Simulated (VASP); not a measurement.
Method: PBE GGA, VASP's PBE PAW potentials (set 64) (plane waves; VASP). Each cell was relaxed at this level, without spin-orbit coupling.

Q: Which of these comes out without a gap?
(A) MgI2, P-3m1 (164)
(B) PbS, Fm-3m (225)
(C) HgSe, F-43m (216)
(D) SiC, P6_3mc (186)

A: C, HgSe, F-43m (216). The others have gaps of 3.61 eV (MgI2, P-3m1 (164)), 0.49 eV (PbS, Fm-3m (225)), 2.22 eV (SiC, P6_3mc (186)).
